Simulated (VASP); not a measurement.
Consider the following.

```xyz
2
Lattice="-3.1730 3.1730 1.7312 3.1730 -3.1730 1.7312 3.1730 3.1730 -1.7312" Properties=species:S:1:pos:R:3 pbc="T T T"
Sm     0.0000     3.1730     0.8656
Sm     0.0000     0.0000     0.0000
```

Level of theory: r2SCAN meta-GGA, VASP's PBE PAW potentials (set 64) (plane waves; VASP). Numerical set-up: 400 eV cut-off, 11×11×11 Γ-centred mesh, first-order Methfessel-Paxton smearing of 0.10 eV, potentials Sm_3.

The 4f electrons are frozen in the core of the lanthanide potential, so 4f levels, which can set the real gap, and their magnetism are missing. Energy and stress use the plane-wave basis of the starting cell.

Task: The ions, cell shape and volume are relaxed. Predict the relaxed structure.

Result: 
```xyz
2
Lattice="-3.0715 3.0715 1.7461 3.0715 -3.0715 1.7461 3.0715 3.0715 -1.7461" Properties=species:S:1:pos:R:3 pbc="T T T"
Sm     0.0000     3.0715     0.8731
Sm     0.0000     0.0000     0.0000
```
Space group I4_1/amd (141), at a tolerance of 0.03 Å.

Task: How do energy and volume change from the first to the last step?

Result: The energy (σ→0) changes by -14.3 meV/atom and the volume by -5.5 %, in 5 ionic steps.

The structure was generated: Sm was put into the beta-Sn type (I4_1/amd), which need not be its known phase. This run relaxes it. Symmetry was kept, so distortions that lower it aren't found.
